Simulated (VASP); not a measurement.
Output of a VASP run:

### OUTCAR
```
 ion  position               nearest neighbor table
   1  0.000  0.000  0.000-
  LATTYP: Found a face centered cubic cell.
 ALAT       =     5.6916000000
 Subroutine PRICEL returns:
 Original cell was already a primitive cell.
 Subroutine GETGRP returns: Found 48 space group operations
The static configuration has the point symmetry O_h .
The dynamic configuration has the point symmetry O_h .
 Subroutine INISYM returns: Found 48 space group operations
 Subroutine IBZKPT returns following result:
 Found     72 irreducible k-points:

 Following reciprocal coordinates:
            Coordinates               Weight
  0.000000  0.000000  0.000000      1.000000
  0.083333  0.000000  0.000000      8.000000
  0.166667  0.000000  0.000000      8.000000
  0.250000  0.000000  0.000000      8.000000
  0.333333  0.000000  0.000000      8.000000
  0.416667  0.000000  0.000000      8.000000
  0.500000  0.000000  0.000000      4.000000
  0.083333  0.083333  0.000000      6.000000
  0.166667  0.083333  0.000000     24.000000
  0.250000  0.083333  0.000000     24.000000
  0.333333  0.083333  0.000000     24.000000
  0.416667  0.083333  0.000000     24.000000
  0.500000  0.083333  0.000000     24.000000
 -0.416667  0.083333  0.000000     24.000000
 -0.333333  0.083333  0.000000     24.000000
 -0.250000  0.083333  0.000000     24.000000
 -0.166667  0.083333  0.000000     24.000000
 -0.083333  0.083333  0.000000     12.000000
  0.166667  0.166667  0.000000      6.000000
  0.250000  0.166667  0.000000     24.000000
  0.333333  0.166667  0.000000     24.000000
  0.416667  0.166667  0.000000     24.000000
  0.500000  0.166667  0.000000     24.000000
 -0.416667  0.166667  0.000000     24.000000
 -0.333333  0.166667  0.000000     24.000000
 -0.250000  0.166667  0.000000     24.000000
 -0.166667  0.166667  0.000000     12.000000
  0.250000  0.250000  0.000000      6.000000
  0.333333  0.250000  0.000000     24.000000
  0.416667  0.250000  0.000000     24.000000
  0.500000  0.250000  0.000000     24.000000
 -0.416667  0.250000  0.000000     24.000000
 -0.333333  0.250000  0.000000     24.000000
 -0.250000  0.250000  0.000000     12.000000
  0.333333  0.333333  0.000000      6.000000
  0.416667  0.333333  0.000000     24.000000
  0.500000  0.333333  0.000000     24.000000
 -0.416667  0.333333  0.000000     24.000000
 -0.333333  0.333333  0.000000     12.000000
  0.416667  0.416667  0.000000      6.000000
   k-points           NKPTS =     72   k-points in BZ     NKDIM =     72   number of bands    NBANDS=      9
   number of dos      NEDOS =    301   number of ions     NIONS =      1
   total plane-waves  NPLWV =  21952
   dimension x,y,z NGX =    28 NGY =   28 NGZ =   28
   dimension x,y,z NGXF=    56 NGYF=   56 NGZF=   56
   ions per type =               1
   PREC   = accura    normal or accurate (medium, high low for compatibility)
   ISTART =      0    job   : 0-new  1-cont  2-samecut
   ICHARG =      2    charge: 1-file 2-atom 10-const
   ISPIN  =      1    spin polarized calculation?
   LNONCOLLINEAR =      F non collinear calculations
   LSORBIT =      F    spin-orbit coupling
   INIWAV =      1    electr: 0-lowe 1-rand  2-diag
   ENCUT  =  400.0 eV  29.40 Ry    5.42 a.u.   6.56  6.56  6.56*2*pi/ulx,y,z
   NELM   =    100;   NELMIN=  2; NELMDL= -5     # of ELM steps
   EDIFF  = 0.1E-05   stopping-criterion for ELM
   LREAL  =      F    real-space projection
   NLSPLINE    = F    spline interpolate recip. space projectors
   LMAXMIX     =    2 max onsite mixed and CHGCAR
   VOSKOWN=      0    Vosko Wilk Nusair interpolation
   EDIFFG = 0.1E-04   stopping-criterion for IOM
   NSW    =      0    number of steps for IOM
   NBLOCK =      1;   KBLOCK =      1    inner block; outer block
   IBRION =     -1    ionic relax: 0-MD 1-quasi-New 2-CG
   NFREE  =      0    steps in history (QN), initial steepest desc. (CG)
...
```

OSZICAR:
```
       N       E                     dE             d eps       ncg     rms          rms(c)
DAV:   1     0.547603287974E+02    0.54760E+02   -0.45061E+03  1296   0.818E+02
DAV:   2    -0.858716367853E+00   -0.55619E+02   -0.55418E+02  1339   0.210E+02
DAV:   3    -0.188063352004E+01   -0.10219E+01   -0.10067E+01  2084   0.302E+01
DAV:   4    -0.191632860828E+01   -0.35695E-01   -0.35664E-01  1971   0.417E+00
DAV:   5    -0.191669816077E+01   -0.36955E-03   -0.36947E-03  2074   0.308E-01    0.227E+00
DAV:   6    -0.191277580420E+01    0.39224E-02   -0.10757E-02  1716   0.130E+00    0.139E+00
DAV:   7    -0.191254952253E+01    0.22628E-03   -0.16488E-02  1562   0.176E+00    0.997E-02
DAV:   8    -0.191216338062E+01    0.38614E-03   -0.20443E-03  1615   0.473E-01    0.208E-02
DAV:   9    -0.191218033149E+01   -0.16951E-04   -0.13371E-04  2038   0.877E-02    0.524E-03
DAV:  10    -0.191218051916E+01   -0.18767E-06   -0.79287E-06  1945   0.323E-02
   1 F= -.19121805E+01 E0= -.19120171E+01  d E =-.490239E-03
```

OUTCAR:
```
------------------------ aborting loop because EDIFF is reached ----------------------------------------
  FORCE on cell =-STRESS in cart. coord.  units (eV):
  Direction    XX          YY          ZZ          XY          YZ          ZX
  --------------------------------------------------------------------------------------
  Total       -0.3816678     -0.3816678     -0.3816678      0.0000000     -0.0000000      0.0000000
  in kB      -13.2663953    -13.2663953    -13.2663953      0.0000000     -0.0000000      0.0000000
  external PRESSURE =     -13.2663953 kB  Pullay stress =       0.0000000 kB
  volume of cell :       46.09
      direct lattice vectors                 reciprocal lattice vectors
     0.000000000  2.845800000  2.845800000    -0.175697519  0.175697519  0.175697519
     2.845800000  0.000000000  2.845800000     0.175697519 -0.175697519  0.175697519
     2.845800000  2.845800000  0.000000000     0.175697519  0.175697519 -0.175697519
 POSITION                                       TOTAL-FORCE (eV/Angst)
 -----------------------------------------------------------------------------------
      0.00000      0.00000      0.00000        -0.000000      0.000000      0.000000
 -----------------------------------------------------------------------------------
    total drift:                               -0.000000     -0.000000     -0.000000
  FREE ENERGIE OF THE ION-ELECTRON SYSTEM (eV)
  ---------------------------------------------------
  free  energy   TOTEN  =        -1.9121805192 eV

  energy  without entropy=       -1.9116902800  energy(sigma->0) =       -1.91201711
```
(Selected blocks of OUTCAR.)

POSCAR:
```
Ca
1
    0.0000000000     2.8458000000     2.8458000000
    2.8458000000     0.0000000000     2.8458000000
    2.8458000000     2.8458000000     0.0000000000
Ca
1
Direct
  0.0000000000   0.0000000000   0.0000000000
```

### Question
Write an INCAR and KPOINTS that could have produced this output.

### Answer
One answer among several that fit: the input of the run itself, PBE GGA, plane waves, VASP's PBE PAW potentials (set 64).

### INCAR
```
SYSTEM = Ca
PREC = Accurate
ENCUT = 400
EDIFF = 1E-6
NELM = 100
ALGO = Normal
LREAL = .FALSE.
LASPH = .TRUE.
ISMEAR = 1
SIGMA = 0.1
GGA = PE
LWAVE = .FALSE.
LCHARG = .FALSE.
ISIF = 2
KSPACING = 0.16
KGAMMA = .TRUE.
```

POTCAR, in this order: Ca_sv (PBE.64 set). Program: vasp_std.

The compound is Ca in the fcc structure. The cell was not relaxed at this level. The run is one of a series of settings (KGAMMA = .TRUE., KSPACING = 0.16, KPOINTS file removed against the base run), some of them coarse on purpose.
